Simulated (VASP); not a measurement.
A run of VASP 6.6.1 is set up as follows.

INCAR

```
SYSTEM = OsO3
  PREC = Accurate
  ENCUT = 520
  EDIFF = 1E-6
  ISMEAR = 0
  SIGMA = 0.05
  LREAL = .FALSE.
  LASPH = .TRUE.
  NELM = 60
  ALGO = Fast
  ISIF = 2
  LWAVE = .FALSE.
  LCHARG = .FALSE.
  GGA = CA
  IBRION = 2
  NSW = 60
  EDIFFG = -0.02
```

The input KPOINTS:

```
regular mesh
0
G
  10 10 4
  0 0 0
```

POSCAR

```
OsO3
1.0
    2.7545844600      0.0000000000      0.0000000000
    0.0000000000      2.7545844600      0.0000000000
    0.0000000000      0.0000000000      6.9795482800
Os O
1 3
Direct
    0.0000000000      0.0000000000      0.0000000000
    0.5000000000      0.5000000000      0.7661913000
    0.0000000000      0.0000000000      0.5000000000
    0.5000000000      0.5000000000      0.2338087000
```

Potentials or basis: VASP PAW LDA potentials, release 64 (Os, O).

Run with:

```sh
$ cat potpaw_LDA.64/Os/POTCAR potpaw_LDA.64/O/POTCAR > POTCAR
$ mpirun -np 1 vasp_std > vasp.out
```

Estimate the band gap on the k mesh.

none (metal or under the smearing width).

Estimate the energy gained by relaxing.

795.9 meV/atom.

Step by step:
```tsv
step	energy change (eV)	largest force (eV/Å)	pressure (GPa)
1	0.0000	4.2568	-43.30
2	-1.7273	3.8843	-40.61
3	-0.0941	9.1289	9.71
4	-2.8930	2.1796	-34.34
5	-3.0337	1.9982	-21.88
6	-3.1730	0.4120	-28.85
7	-3.1834	0.0615	-27.81
8	-3.1822	0.1840	-27.14
9	-3.1831	0.0961	-27.91
10	-3.1835	0.0011	-27.65
```

Spin-orbit coupling is left out, which matters for the levels of Os.
